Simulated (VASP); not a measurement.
K:

```
CELL_PARAMETERS angstrom
-2.61250 2.61250 2.61250
2.61250 -2.61250 2.61250
2.61250 2.61250 -2.61250
ATOMIC_POSITIONS crystal
K 0.00000 0.00000 0.00000
```

- Program: VASP 6.6.1
- Task: relaxation of cell and atoms
- Functional: r2SCAN
- Potentials or basis: VASP PAW PBE potentials, release 64 (K_sv)
- Cutoff: 600 eV
- k mesh: 10 × 10 × 10
- Occupations: methfessel-paxton, width 0.1 eV
- Spin: no spin polarisation

At the start: pressure 0.3 GPa; volume 71.32 Å³/atom.

How do energy, volume and symmetry change on relaxing?

Over 4 steps the energy falls by 4.1 meV/atom and the volume is 76.27 Å³/atom (+6.9 %); space group Im-3m (No. 229, to 0.05 Å).

The path:
| step | energy change (eV) | largest force (eV/Å) | pressure (GPa) | volume (Å³) |
| --- | --- | --- | --- | --- |
| 1 | 0.0000 | 0.0000 | 0.28 | 71.32 |
| 2 | -0.0019 | 0.0000 | 0.20 | 72.60 |
| 3 | -0.0040 | 0.0000 | 0.04 | 75.56 |
| 4 | -0.0041 | 0.0000 | 0.01 | 76.27 |

Final structure:
```xyz
1
Lattice="-2.6716 2.6716 2.6716 2.6716 -2.6716 2.6716 2.6716 2.6716 -2.6716" Properties=species:S:1:pos:R:3 pbc="T T T"
K     2.6716   -2.6716    2.6716
```

Caveat: the PAW data sets were made with another functional, which shifts forces and pressure a little.
